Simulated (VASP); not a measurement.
Data:

```
SrTiO3
1.0
    3.98046     0.00000     0.00000
    0.00000     3.98046     0.00000
    0.00000     0.00000     3.98046
Sr Ti O
1 1 3
Cartesian
  0.00000   0.00000   0.00000
  1.99023   1.99023   1.99023
  1.99023   0.00000   1.99023
  0.00000   1.99023   1.99023
  1.99023   1.99023   0.00000
```

All values below come from r2SCAN+rVV10, VASP's PBE PAW potentials (set 64) (plane waves; VASP). Run with 520 eV cut-off, 6×6×6 Γ-centred mesh, Gaussian smearing of 0.050 eV, potentials Sr_sv Ti_sv O.

**Question.** Estimate the energy per atom (σ→0), pressure, band gap (on the k-mesh) with the smallest direct gap where there is one.

**Answer.** 
band gap (on the k-mesh): 2.14 eV
smallest direct gap (on the k-mesh): 2.55 eV
energy per atom (σ→0): -12.452 eV/atom
pressure: -9.88 GPa

The absolute energy has meaning only against runs of the same code, potentials and settings.

The compound is SrTiO3 in the cubic perovskite structure, the ideal cubic form; the compound distorts at low or room temperature. This cell is one point of a volume scan, at 1.06 of the reference volume.
